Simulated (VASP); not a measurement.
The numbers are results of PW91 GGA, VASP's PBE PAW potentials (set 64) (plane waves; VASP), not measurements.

VASP ran on this input.

### KPOINTS
```
K-points
0
Gamma
 12 12 12
```

**INCAR**
```
# general
SYSTEM = SiC
PREC   = Accurate
ENCUT  = 520   # plane-wave cut-off (eV)
LREAL  = F   # projection in real space or not
LASPH  = T   # aspherical one-centre terms

# electronic loop
EDIFF  = 1E-7   # SCF stop (eV)
NELM   = 100
ALGO   = Normal

# smearing
ISMEAR = -5   # tetrahedra, Bloechl

# functional
GGA    = 91   # PW91

# ions
ISIF   = 2   # forces and stress, cell fixed

# output
LWAVE  = F
LCHARG = T
LORBIT = 11   # lm-projected
NEDOS  = 601   # DOS grid
```

File POSCAR:
```
SiC
1
   -0.0000000000     2.1901933317     2.1901933317
    2.1901933317    -0.0000000000     2.1901933317
    2.1901933317     2.1901933317     0.0000000000
Si C
1 1
Direct
  0.0000000000   0.0000000000   0.0000000000
  0.2500000000   0.2500000000   0.2500000000
```

POTCAR, in this order: Si C (PBE.64 set). Program: vasp_std.

The run wrote:

OSZICAR:
```
       N       E                     dE             d eps       ncg     rms          rms(c)
DAV:   1     0.417883971215E+01    0.41788E+01   -0.39390E+03  1192   0.823E+02
DAV:   2    -0.165627670043E+02   -0.20742E+02   -0.20234E+02  1704   0.108E+02
DAV:   3    -0.169507616701E+02   -0.38799E+00   -0.38799E+00  1344   0.176E+01
DAV:   4    -0.169518636862E+02   -0.11020E-02   -0.11020E-02  1832   0.102E+00
DAV:   5    -0.169518645693E+02   -0.88313E-06   -0.88313E-06  1336   0.190E-02    0.859E+00
DAV:   6    -0.151339208827E+02    0.18179E+01   -0.79141E+00  1256   0.159E+01    0.368E+00
DAV:   7    -0.150837161416E+02    0.50205E-01   -0.32705E-01  1792   0.409E+00    0.172E+00
DAV:   8    -0.150749189416E+02    0.87972E-02   -0.19818E-02  1224   0.126E+00    0.155E-01
DAV:   9    -0.150751212910E+02   -0.20235E-03   -0.79016E-04  1744   0.237E-01    0.102E-01
DAV:  10    -0.150752047392E+02   -0.83448E-04   -0.17848E-04  1520   0.103E-01    0.216E-02
DAV:  11    -0.150752044388E+02    0.30037E-06   -0.35768E-05  1432   0.361E-02    0.590E-03
DAV:  12    -0.150752045899E+02   -0.15104E-06   -0.15136E-06  1336   0.928E-03    0.123E-03
DAV:  13    -0.150752046629E+02   -0.72996E-07   -0.99998E-08  1000   0.276E-03
   1 F= -.15075205E+02 E0= -.15075205E+02  d E =0.000000E+00
```

### OUTCAR
```
------------------------ aborting loop because EDIFF is reached ----------------------------------------
  FORCE on cell =-STRESS in cart. coord.  units (eV):
  Direction    XX          YY          ZZ          XY          YZ          ZX
  --------------------------------------------------------------------------------------
  Total       -0.0004645     -0.0004645     -0.0004645      0.0000000      0.0000000      0.0000000
  in kB       -0.0354172     -0.0354172     -0.0354172      0.0000000      0.0000000      0.0000000
  external PRESSURE =      -0.0354172 kB  Pullay stress =       0.0000000 kB
  volume of cell :       21.01
      direct lattice vectors                 reciprocal lattice vectors
     0.000000000  2.190193332  2.190193332    -0.228290349  0.228290349  0.228290349
     2.190193332  0.000000000  2.190193332     0.228290349 -0.228290349  0.228290349
     2.190193332  2.190193332  0.000000000     0.228290349  0.228290349 -0.228290349
  FREE ENERGIE OF THE ION-ELECTRON SYSTEM (eV)
  ---------------------------------------------------
  free  energy   TOTEN  =       -15.0752046629 eV

  energy  without entropy=      -15.0752046629  energy(sigma->0) =      -15.07520466

 total charge

# of ion       s       p       d       tot
------------------------------------------
    1        0.705   0.960   0.000   1.666
    2        0.835   1.699   0.000   2.534
--------------------------------------------------
tot          1.540   2.660   0.000   4.200
```
(Selected blocks of OUTCAR.)

### OUTCAR
```
 val. band max:        7.8928787518   @ k =   0.0000   0.0000   0.0000

 cond. band min:       9.3001036218   @ k =   0.5000   0.5000   0.0000


 Fermi energy:         7.9335089279

 k-point     1 :       0.0000    0.0000    0.0000
  band No.  band energies     occupation
      1      -7.3648      2.00000
      2       7.8929      2.00000
      3       7.8929      2.00000
      4       7.8929      2.00000
      5      13.9632      0.00000
      6      15.0990      0.00000
      7      15.0990      0.00000
      8      15.0990      0.00000

 k-point     2 :       0.0833    0.0000    0.0000
  band No.  band energies     occupation
      1      -7.2308      2.00000
      2       7.1702      2.00000
      3       7.7984      2.00000
      4       7.7984      2.00000
      5      14.2154      0.00000
      6      15.2388      0.00000
      7      15.2728      0.00000
      8      15.2728      0.00000

 k-point     3 :       0.1667    0.0000    0.0000
  band No.  band energies     occupation
      1      -6.8329      2.00000
      2       5.5411      2.00000
      3       7.5645      2.00000
      4       7.5645      2.00000
      5      14.1085      0.00000
      6      15.6150      0.00000
      7      15.6150      0.00000
      8      16.1065      0.00000

 k-point     4 :       0.2500    0.0000    0.0000
  band No.  band energies     occupation
      1      -6.1858      2.00000
      2       3.6408      2.00000
      3       7.2896      2.00000
      4       7.2896      2.00000
      5      13.7589      0.00000
      6      15.7146      0.00000
      7      15.7146      0.00000
      8      17.1124      0.00000

 k-point     5 :       0.3333    0.0000    0.0000
  band No.  band energies     occupation
      1      -5.3291      2.00000
      2       1.7820      2.00000
      3       7.0528      2.00000
      4       7.0528      2.00000
      5      13.4553      0.00000
      6      15.4735      0.00000
      7      15.4735      0.00000
...
```

The compound is SiC in the zinc blende structure. It was relaxed first.
